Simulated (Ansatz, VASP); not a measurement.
# Cu (Cu(311)) in two plane-wave programs, part 2 of 2

One calculation is typed for both programs; each brings its own data sets. How far apart do they land? Of the first pair: The structure shown is the start of the Ansatz relaxation below; VASP solves that cell, so the two are compared at the walk's first step.

VASP 6.6.1 and Ansatz 0.2.0.

So far: The structure; Ansatz: relaxation, LDA.

## Step 3: VASP: single point, LDA, start cell, pair 1

Level of this step: LDA; plane waves and PAW (Cu) (VASP).

The same cell, functional (in two slightly different forms), mesh and smearing now go to VASP, with its own data sets.

Lines of VASP's logs that name or quote its potential files are left out, and so is its time.

INCAR

```
SYSTEM = Cu
PREC = Accurate
ENCUT = 520
EDIFF = 1E-06
NELM = 120
ISMEAR = -1
SIGMA = 0.1
LREAL = .FALSE.
ALGO = Normal
GGA = PW92
NBANDS = 61
LASPH = .TRUE.
LORBIT = 11
LWAVE = .FALSE.
LCHARG = .FALSE.
ISIF = 2
LDIPOL = .TRUE.
IDIPOL = 3
DIPOL = 0.5 0.5 0.5
LVHAR = .TRUE.
GGA_COMPAT = .FALSE.
NELMDL = -8
KPAR = 2
```

POSCAR

```
Cu
1.0
    2.5526554800      0.0000000000      0.0000000000
   -1.2763277400      4.2331002200      0.0000000000
    0.0000000000      0.0000000000     25.7076476314
Cu
9
Direct
    0.8181818633      0.6363635230      0.3306409097
    0.0909091908      0.1818181780      0.3729806841
    0.3636363872      0.7272725707      0.4153204584
    0.6363637016      0.2727271997      0.4576602328
    0.9090909571      0.8181817106      0.5000000072
    0.1818182125      0.3636362215      0.5423397815
    0.4545455270      0.9090908505      0.5846795558
    0.7272727234      0.4545452432      0.6270193302
    0.0000000509      0.9999998982      0.6693591046
```

KPOINTS

```
Automatic mesh
0
Gamma
11 7 1
0 0 0
```

PAW data sets: Cu (LDA family, release 64).

On the command line:

```
mpirun -np 2 vasp_std
```

Numbers of over 12 decimals in the logs are rounded to 6 here.

The log of the run:

```text
[banner, memory and clock lines left out]
running    2 mpi-ranks, on    1 nodes
 distrk:  each k-point on    1 cores,    2 groups
 distr:  one band on    1 cores,    1 groups

 POSCAR found type information on POSCAR Cu
 POSCAR found :  1 types and       9 ions
|                                                                             |
|               ----> ADVICE to this user running VASP <----                  |
|                                                                             |
|     You enforced a specific xc type in the INCAR file but a different       |
|     [... a line on the potential file left out ...]
|     I HOPE YOU KNOW WHAT YOU ARE DOING!                                     |
|                                                                             |

 LDA part: xc-table for (Slater(with rela. corr.)+PW92), standard interpolation
|                                                                             |
|           W    W    AA    RRRRR   N    N  II  N    N   GGGG   !!!           |
|           W    W   A  A   R    R  NN   N  II  NN   N  G    G  !!!           |
|           W    W  A    A  R    R  N N  N  II  N N  N  G       !!!           |
|           W WW W  AAAAAA  RRRRR   N  N N  II  N  N N  G  GGG   !            |
|           WW  WW  A    A  R   R   N   NN  II  N   NN  G    G                |
|           W    W  A    A  R    R  N    N  II  N    N   GGGG   !!!           |
|                                                                             |
|     Your reciprocal lattice and k-lattice belong to different lattice       |
|     classes:                                                                |
|                                                                             |
|        The reciprocal lattice is base centered orthorhombic,                |
|        whereas your k-lattice is simple monoclinic.                         |
|                                                                             |
|     Results are often still useful ...                                      |
|                                                                             |

 POSCAR, INCAR and KPOINTS ok, starting setup
 FFT: planning ... GRIDC
 FFT: planning ... GRID_SOFT
 FFT: planning ... GRID
 WAVECAR not read
 entering main loop
       N       E                     dE             d eps       ncg     rms          rms(c)
DAV:   1     0.909294306565E+03    0.90929E+03   -0.42412E+04  4758   0.211E+03
DAV:   2     0.702438590237E+02   -0.83905E+03   -0.81267E+03  4758   0.436E+02
DAV:   3    -0.418907442590E+02   -0.11213E+03   -0.10356E+03  4963   0.214E+02
DAV:   4    -0.469558900918E+02   -0.50651E+01   -0.49998E+01  5279   0.625E+01
DAV:   5    -0.470844741484E+02   -0.12858E+00   -0.12846E+00  5712   0.823E+00
DAV:   6    -0.470900535678E+02   -0.55794E-02   -0.55788E-02  6214   0.136E+00
DAV:   7    -0.470903276979E+02   -0.27413E-03   -0.27413E-03  6756   0.260E-01
DAV:   8    -0.470903329382E+02   -0.52403E-05   -0.52402E-05  5944   0.303E-02    0.226E+01
DAV:   9    -0.428462375911E+02    0.42441E+01   -0.92475E+01  5294   0.136E+02    0.124E+01
DAV:  10    -0.392011410411E+02    0.36451E+01   -0.18675E+01  5618   0.815E+01    0.326E+00
DAV:  11    -0.392021263141E+02   -0.98527E-03   -0.29030E+00  5846   0.422E+01    0.103E+00
DAV:  12    -0.392209746224E+02   -0.18848E-01   -0.91574E-01  5869   0.138E+01    0.182E+00
DAV:  13    -0.392017100791E+02    0.19265E-01   -0.19674E-01  5310   0.119E+01    0.136E+00
DAV:  14    -0.391740252358E+02    0.27685E-01   -0.20232E-01  5391   0.762E+00    0.392E-01
[...]
DAV:  23    -0.391720916952E+02   -0.42573E-04   -0.16610E-05  5328   0.885E-02    0.411E-03
DAV:  24    -0.391721313178E+02   -0.39623E-04   -0.65592E-06  4758   0.329E-02    0.291E-03
DAV:  25    -0.391721436209E+02   -0.12303E-04   -0.28117E-06  3342   0.186E-02    0.178E-03
DAV:  26    -0.391721480609E+02   -0.44400E-05   -0.56176E-07  3218   0.146E-02    0.805E-04
DAV:  27    -0.391721501235E+02   -0.20626E-05   -0.42155E-07  3103   0.729E-03    0.545E-04
DAV:  28    -0.391721537951E+02   -0.36715E-05   -0.19989E-07  3104   0.653E-03    0.841E-04
DAV:  29    -0.391721554109E+02   -0.16158E-05   -0.11114E-07  3074   0.660E-03    0.206E-04
DAV:  30    -0.391721563195E+02   -0.90858E-06   -0.47508E-08  3051   0.260E-03
   1 F= -.39172156E+02 E0= -.39123919E+02  d E =-.964747E-01
```

Parts of OUTCAR (step 3):

```text
ion  position               nearest neighbor table
   1  0.818  0.636  0.331-   2 2.55   2 2.55   3 2.55   3 2.55   2 2.55
   2  0.091  0.182  0.373-   3 2.55   1 2.55   1 2.55   4 2.55   4 2.55   1 2.55   3 2.55   3 2.55

  LATTYP: Found a base centered orthorhombic cell.
 ALAT       =     2.5526554800
 B/A-ratio  =     3.3166247879
 C/A-ratio  =    10.0709429192

 Subroutine GETGRP returns: Found  4 space group operations
 (whereof  2 operations were pure point group operations)

The static configuration has the point symmetry C_1h.
 The point group associated with its full space group is C_2h.

 Found     39 irreducible k-points:

   k-points           NKPTS =     39   k-points in BZ     NKDIM =     39   number of bands    NBANDS=     61

   dimension x,y,z NGX =    20 NGY =   36 NGZ =  192
   dimension x,y,z NGXF=    40 NGYF=   72 NGZF=  384

   ENCUT  =  520.0 eV  38.22 Ry    6.18 a.u.   4.75  8.22 47.80*2*pi/ulx,y,z

   NELECT =      99.0000    total number of electrons

 k-points in reciprocal lattice and weights: Automatic mesh
   0.00000000  0.00000000  0.00000000       0.013
   0.09090909 -0.00000000  0.00000000       0.026
   0.18181818 -0.00000000  0.00000000       0.026
   0.27272727 -0.00000000  0.00000000       0.026
   0.36363636 -0.00000000  0.00000000       0.026
   0.45454545 -0.00000000  0.00000000       0.026
   0.00000000  0.14285714  0.00000000       0.026
   0.09090909  0.14285714  0.00000000       0.026
   0.18181818  0.14285714  0.00000000       0.026
[...]
-0.18181818  0.42857143  0.00000000       0.026
  -0.09090909  0.42857143  0.00000000       0.026

 dipolmoment           0.000000      0.000000      0.000003 electrons x Angstroem

 average (electrostatic) potential at core
       1 -71.5415       2 -71.8672       3 -72.0707       4 -72.0710       5 -72.0745
       6 -72.0710       7 -72.0707       8 -71.8671       9 -71.5415

 E-fermi :  -0.0982

 k-point     1 :       0.0000    0.0000    0.0000
  band No.  band energies     occupation
    ...
     47      -1.6343      2.00000
     48      -1.6118      2.00000
     49      -1.6097      2.00000
     50      -0.5727      1.98277
     51      -0.2423      1.61726
     52       1.1742      0.00001
     53       1.1969      0.00000
     54       2.5601      0.00000
     55       3.1721      0.00000
     56       3.8116      0.00000
    ...

 k-point     2 :       0.0909   -0.0000    0.0000
  band No.  band energies     occupation
    ...
     46      -1.7213      2.00000
     47      -1.7019      2.00000
     48      -1.6408      2.00000
     49      -1.4700      2.00000
     50      -0.3163      1.79720
     51       0.1346      0.17770
     52       1.3231      0.00000
     53       1.4490      0.00000
     54       2.6936      0.00000
     55       3.3902      0.00000
    ...

 k-point     3 :       0.1818   -0.0000    0.0000
  band No.  band energies     occupation
    ...
     45      -1.8008      2.00000
     46      -1.7601      2.00000
     47      -1.7131      2.00000
     48      -1.6483      2.00000
     49      -1.0713      1.99988
     50       0.3076      0.03397
     51       0.7279      0.00052
     52       1.6535      0.00000
     53       2.1337      0.00000
     54       3.0206      0.00000
    ...

  Total      -10.3280611     -9.5715837     -7.5654285      0.0000000     -0.0605478      0.0000000
  in kB      -59.5684483    -55.2053657    -43.6346021      0.0000000     -0.3492173      0.0000000
  external PRESSURE =     -52.8028054 kB  Pullay stress =       0.0000000 kB

  energy-cutoff  :      520.00
  volume of cell :      277.79
      direct lattice vectors                 reciprocal lattice vectors
     2.552655480  0.000000000  0.000000000     0.391748909  0.118116740  0.000000000
    -1.276327740  4.233100220  0.000000000     0.000000000  0.236233481  0.000000000
     0.000000000  0.000000000 25.707647631     0.000000000  0.000000000  0.038898931

 POSITION                                       TOTAL-FORCE (eV/Angst)
 -----------------------------------------------------------------------------------
      1.27633      2.69379      8.50000        -0.000000     -0.050505      0.979833
      0.00000      0.76965      9.58846        -0.000000      0.048570     -0.028131
      0.00000      3.07862     10.67691        -0.000000      0.052364     -0.213532
      1.27633      1.15448     11.76537         0.000000     -0.018945      0.039676
      1.27633      3.46345     12.85382         0.000000      0.000000      0.000000
      0.00000      1.53931     13.94228        -0.000000      0.018945     -0.039676
      0.00000      3.84827     15.03074        -0.000000     -0.052364      0.213532
      1.27633      1.92414     16.11919        -0.000000     -0.048570      0.028131
     -1.27633      4.23310     17.20765         0.000000      0.050505     -0.979833
 -----------------------------------------------------------------------------------
    total drift:                               -0.000447      0.000023      0.000331

  FREE ENERGIE OF THE ION-ELECTRON SYSTEM (eV)
  ---------------------------------------------------
  free  energy   TOTEN  =       -39.1721563195 eV

  energy  without entropy=      -39.0756815777  energy(sigma->0) =      -39.12391895

 vacuum level on the upper side and lower side of the slab         4.669         4.669

 total charge
# of ion       s       p       d       tot
------------------------------------------
    1        0.449   0.221   9.227   9.897
    2        0.446   0.327   9.189   9.962
    3        0.449   0.382   9.179  10.011
    4        0.453   0.384   9.180  10.016
    5        0.451   0.387   9.179  10.017
    6        0.453   0.384   9.180  10.016
    7        0.449   0.382   9.179  10.011
    8        0.446   0.327   9.189   9.962
    9        0.449   0.221   9.227   9.897
--------------------------------------------------
tot          4.045   3.014  82.728  89.787

[... 3 further parts left out ...]
```

This run has no spin polarisation. Its electron count is odd, so without a moment it is a metal by construction.

## Step 4: Side by side

Known differences besides the potentials themselves: the data sets hold 171 valence electrons in Ansatz (on its default PAW (the set named soft_2) files) and 99 in VASP; the cutoff is 420 eV in Ansatz and 520 eV in VASP; VASP's log shows a relativistic correction to its local exchange, Ansatz's none. Total energies have different zeros and are not compared.

Forces (eV/Å; atoms numbered as in POSCAR):

```
atom         Ansatz x, y, z          VASP x, y, z
 Cu1   0.002, -0.057, 1.020  0.000, -0.051, 0.980
 Cu2   0.000, 0.051, -0.017  0.000, 0.049, -0.028
 Cu3  -0.001, 0.055, -0.213  0.000, 0.052, -0.214
 Cu4   0.001, -0.019, 0.040  0.000, -0.019, 0.040
 Cu5    0.000, 0.000, 0.000   0.000, 0.000, 0.000
 Cu6  -0.001, 0.019, -0.040  0.000, 0.019, -0.040
 Cu7   0.001, -0.055, 0.213  0.000, -0.052, 0.214
 Cu8   0.000, -0.051, 0.017  0.000, -0.049, 0.028
 Cu9  -0.002, 0.057, -1.020  0.000, 0.051, -0.980
```

The forces differ by 12 meV/Å r.m.s., which is 4.3 % of the r.m.s. force of 0.274 eV/Å (both taken over all components). Where the cell holds vacuum, a pressure given here is an average over it and none of the material.

## Step 5: Ansatz: relaxation, LDA

This run makes the geometry at which the two programs are then compared.

The structure compared here is the end of the Ansatz relaxation.

This is the run of step 2 again, met here at its other cell.

## Step 6: VASP: single point, LDA, relaxed atoms in a fixed cell, pair 2

The same cell, functional (in two slightly different forms), mesh and smearing now go to VASP, with its own data sets.

Edit INCAR of step 3 so:

```diff
@@ -18,3 +18,3 @@
 IDIPOL = 3
-DIPOL = 0.5 0.5 0.5
+DIPOL = 0.5 0.5 0.494
 LVHAR = .TRUE.
```

POSCAR

```
Cu
1.0
    2.5526554800      0.0000000000      0.0000000000
   -1.2763277400      4.2331002200      0.0000000000
    0.0000000000      0.0000000000     25.7076476314
Cu
9
Direct
    0.8181818200      0.6363636400      0.3306409097
    0.0909090900      0.1818181800      0.3729806823
    0.3636363650      0.7272727300      0.4153204549
    0.6379194196      0.2760753045      0.4543962592
    0.9142615573      0.8293127555      0.4943525851
    0.1913478103      0.3837521232      0.5349420676
    0.4654783071      0.9325069593      0.5733784198
    0.7494851419      0.5002058829      0.6164390737
    0.0248109349      0.0519306004      0.6489813615
```

KPOINTS is that of step 3.

On the command line:

```
mpirun -np 2 vasp_std
```

The log of the run:

```text
[banner, memory and clock lines left out]
running    2 mpi-ranks, on    1 nodes
[...]
[... a notice as in an earlier step ...]

 LDA part: xc-table for (Slater(with rela. corr.)+PW92), standard interpolation
 [... a notice as in an earlier step ...]

 POSCAR, INCAR and KPOINTS ok, starting setup
[...]
entering main loop
       N       E                     dE             d eps       ncg     rms          rms(c)
DAV:   1     0.918788726803E+03    0.91879E+03   -0.42568E+04  4758   0.212E+03
DAV:   2     0.727279657808E+02   -0.84606E+03   -0.81868E+03  4758   0.439E+02
DAV:   3    -0.421649886060E+02   -0.11489E+03   -0.10679E+03  4976   0.217E+02
DAV:   4    -0.473642356967E+02   -0.51992E+01   -0.51365E+01  5324   0.637E+01
[...]
DAV:  33    -0.393996078163E+02   -0.14701E-05   -0.77711E-08  3151   0.466E-03    0.174E-04
DAV:  34    -0.393996095655E+02   -0.17491E-05   -0.64414E-08  3059   0.228E-03    0.249E-04
DAV:  35    -0.393996102816E+02   -0.71613E-06   -0.33349E-08  3074   0.234E-03
   1 F= -.39399610E+02 E0= -.39351337E+02  d E =-.965474E-01
```

From OUTCAR (step 6):

```text
  Total       -6.2785629     -5.7085054     -1.5539544     -0.1315698      0.1651365     -0.0042839
  in kB      -36.2124359    -32.9245542     -8.9626362     -0.7588460      0.9524463     -0.0247077
  external PRESSURE =     -26.0332088 kB  Pullay stress =       0.0000000 kB

 POSITION                                       TOTAL-FORCE (eV/Angst)
 -----------------------------------------------------------------------------------
      1.27633      2.69379      8.50000         0.002339     -0.054252      0.955818
     -0.00000      0.76965      9.58846        -0.000934     -0.003386     -0.272216
     -0.00000      3.07862     10.67691        -0.000842      0.042820     -0.735343
      1.27603      1.16865     11.68146        -0.000773      0.003933      0.001772
      1.27532      3.51056     12.70864        -0.000411      0.002065      0.001507
     -0.00135      1.62446     13.75210         0.000399      0.001494      0.006069
     -0.00198      3.94740     14.74021         0.000355      0.005182     -0.008245
      1.27475      2.11742     15.84720        -0.000582      0.007467      0.008619
     -0.00295      0.21983     16.68378         0.000448     -0.005322      0.042019
 -----------------------------------------------------------------------------------
    total drift:                                0.002960      0.001444     -0.001376

  FREE ENERGIE OF THE ION-ELECTRON SYSTEM (eV)
  ---------------------------------------------------
  free  energy   TOTEN  =       -39.3996102816 eV

  energy  without entropy=      -39.3030628411  energy(sigma->0) =      -39.35133656

[... 2 parts as in an earlier step ...]

[... 1 further part left out ...]
[key lines of the parts left out:]
E-fermi :  -0.0952
```

## Step 7: Differences

What differs besides the data sets and the points named for the pairs above, as far as they apply: the data sets hold 171 valence electrons in Ansatz (on its default PAW (the set named soft_2) files) and 99 in VASP. Total energies have different zeros and are not compared.

Both answers:

```
                                   quantity  Ansatz  VASP  difference
 work function, lower of the two faces (eV)    4.77  4.74       +0.03
work function, higher of the two faces (eV)    4.84  4.81       +0.03
```

Forces (eV/Å; atoms numbered as in POSCAR):

```
atom         Ansatz x, y, z            VASP x, y, z
 Cu1   0.003, -0.061, 0.995    0.002, -0.054, 0.956
 Cu2  -0.001, 0.000, -0.261  -0.001, -0.003, -0.272
 Cu3  -0.002, 0.046, -0.734   -0.001, 0.043, -0.735
 Cu4    0.000, 0.006, 0.002    -0.001, 0.004, 0.002
 Cu5    0.000, 0.002, 0.001     0.000, 0.002, 0.002
 Cu6    0.000, 0.001, 0.004     0.000, 0.001, 0.006
 Cu7   0.000, 0.003, -0.003    0.000, 0.005, -0.008
 Cu8   0.000, 0.002, -0.002    -0.001, 0.007, 0.009
 Cu9   0.000, 0.002, -0.001    0.000, -0.005, 0.042
```

The forces differ by 12 meV/Å r.m.s., which is 5.0 % of the r.m.s. force of 0.238 eV/Å (both taken over all components). Where the cell holds vacuum, a pressure given here is an average over it and none of the material.

## Step 8: Results

```json
{
 "r.m.s. force difference (single point, LDA, start cell, pair 1)": "4.3 % of the r.m.s. force",
 "r.m.s. force difference (single point, LDA, relaxed atoms in a fixed cell, pair 2)": "5.0 % of the r.m.s. force"
}
```

In words: The r.m.s. force difference is 5.0 % of the r.m.s. force (single point, LDA, relaxed atoms in a fixed cell, pair 2), beyond the 3 % picked in this series as the mark of a large difference. The data sets hold unlike numbers of valence electrons (171 in Ansatz and 99 in VASP), so part of the differences may come from the potentials. How closely two codes agree says nothing of how well the functional describes the real material.

[Lines on the potential files, build, host, timing and source positions are cut from VASP's logs without a mark.]

[Logs are printed without paths, hosts, clocks, repeated set-up lines and the standing remarks that a program may print on its own settings, such as how far it seeks lower states.]

[Hosts, paths, dates, database ids (printed as entryN), source tags and the programs' standing remarks are cut or masked in the printed files.]
